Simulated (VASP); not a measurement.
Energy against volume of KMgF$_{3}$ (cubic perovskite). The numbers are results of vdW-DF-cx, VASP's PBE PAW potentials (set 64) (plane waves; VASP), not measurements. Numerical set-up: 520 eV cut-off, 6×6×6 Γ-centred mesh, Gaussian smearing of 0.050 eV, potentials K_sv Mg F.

| V (Å³/atom) | E (eV/atom) |
|---|---|
| 12.062 | -3.05504 |
| 12.447 | -3.06502 |
| 12.831 | -3.06890 |
| 13.216 | -3.06764 |

### Question
Fit these four points and predict the energy of the run at 13.601 Å³/atom.

### Answer
A cubic in V^(−2/3), the third-order Birch-Murnaghan form, passes through the four points with V0 = 12.92 Å³/atom and B0 = 69 GPa, and gives -3.0620 eV/atom there. The run gave -3.0621 eV/atom, -0.0 meV/atom from the fit; all five points give B0 = 69 GPa.

The compound is KMgF3 in the cubic perovskite structure. It was relaxed first.
